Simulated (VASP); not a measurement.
Input:

```xyz
1
Lattice="0.0000 2.7181 2.7181 2.7181 0.0000 2.7181 2.7181 2.7181 0.0000" Properties=species:S:1:pos:R:3 pbc="T T T"
Ca     0.0000     0.0000     0.0000
```

All values below come from AM05 GGA, VASP's PBE PAW potentials (set 64) (plane waves; VASP). Settings: 520 eV cut-off, 12×12×12 Γ-centred mesh, first-order Methfessel-Paxton smearing of 0.10 eV, potentials Ca_sv.

Question: The job: Ca (fcc), 1 atom, AM05, static run, 520 eV, 12×12×12 Γ-centred mesh. Roughly how much core time does it take on a busy server core?

Answer: About 20 core-seconds (one run on a shared machine, a rough figure). It had 72 irreducible k-points, 9 bands, up to 1106 plane waves and 14 electronic steps.

The compound is Ca in the fcc structure. This cell is one point of a volume scan, at 0.97 of the reference volume.
